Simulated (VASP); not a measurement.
Here is the system:

```
NaI
1.0
    4.53202     0.00000     0.00000
    0.00000     4.53202     0.00000
    0.00000     0.00000    27.67764
Na I
4 4
Direct
  0.00000   0.50000   0.32632
  0.50000   0.00000   0.44211
  0.00000   0.50000   0.55789
  0.50000   0.00000   0.67368
  0.00000   0.50000   0.44211
  0.50000   0.00000   0.32632
  0.00000   0.50000   0.67368
  0.50000   0.00000   0.55789
```

These are PBEsol GGA, VASP's PBE PAW potentials (set 64) (plane waves; VASP) values and carry that method's errors. Numerical set-up: PREC = Normal, EDIFF = 1E-5, 400 eV cut-off, 5×5×1 Γ-centred mesh, Gaussian smearing of 0.050 eV, potentials Na_pv I.

The ions are relaxed. What does this cell relax into?

```
NaI
1.0
    4.53202     0.00000     0.00000
    0.00000     4.53202     0.00000
    0.00000     0.00000    27.67764
Na I
4 4
Direct
  0.00000   0.50000   0.33022
  0.50000   0.00000   0.43995
  0.00000   0.50000   0.56005
  0.50000   0.00000   0.66978
  0.00000   0.50000   0.44379
  0.50000   0.00000   0.32327
  0.00000   0.50000   0.67673
  0.50000   0.00000   0.55621
```

How much energy does the relaxation gain?

The energy (σ→0) changes by -3.2 meV/atom, in 8 ionic steps.

The cell is a thin slab with vacuum, built from NaI (rock salt): (100) face.
